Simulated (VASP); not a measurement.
Calculation: LDA (Ceperley-Alder, Perdew-Zunger), VASP's LDA PAW potentials (set 64) (plane waves; VASP).

Input for VASP

File KPOINTS:
```
K-points
0
G
 14 14 14
```

**INCAR**
```
SYSTEM = BN
PREC = Accurate
ENCUT = 520
EDIFF = 1E-7
NELM = 100
ALGO = Normal
LREAL = .FALSE.
LASPH = .TRUE.
ISMEAR = -5
LWAVE = .FALSE.
LCHARG = .TRUE.
LORBIT = 11
NEDOS = 601
ISIF = 2
```

**POSCAR**
```
BN
1
    0.0000000000     1.7917979681     1.7917979681
    1.7917979681     0.0000000000     1.7917979681
    1.7917979681     1.7917979681     0.0000000000
B N
1 1
Direct
  0.0000000000   0.0000000000   0.0000000000
  0.2500000000   0.2500000000   0.2500000000
```

POTCAR, in this order: B N (LDA.64 set). Program: vasp_std.

Task: What does the run give for the energy per atom (σ→0), band gap (on the k-mesh)?

Result: 
```yaml
energy per atom (σ→0): -9.707 eV/atom
band gap (on the k-mesh): 4.37 eV
```

OSZICAR:
```
...
DAV:   6    -0.195654889694E+02    0.10279E+01   -0.37965E+00  1672   0.141E+01    0.317E+00
DAV:   7    -0.194466130914E+02    0.11888E+00   -0.10838E-01  2248   0.298E+00    0.180E+00
DAV:   8    -0.194141130897E+02    0.32500E-01   -0.62212E-02  1784   0.199E+00    0.190E-01
DAV:   9    -0.194139572402E+02    0.15585E-03   -0.44196E-04  1696   0.245E-01    0.811E-02
DAV:  10    -0.194139384262E+02    0.18814E-04   -0.53129E-05  2208   0.850E-02    0.134E-02
DAV:  11    -0.194139388839E+02   -0.45769E-06   -0.16289E-06  1784   0.106E-02    0.474E-03
DAV:  12    -0.194139388065E+02    0.77407E-07   -0.48793E-07  1560   0.511E-03
   1 F= -.19413939E+02 E0= -.19413939E+02  d E =0.000000E+00
```

The compound is BN in the zinc blende structure. It was relaxed first.
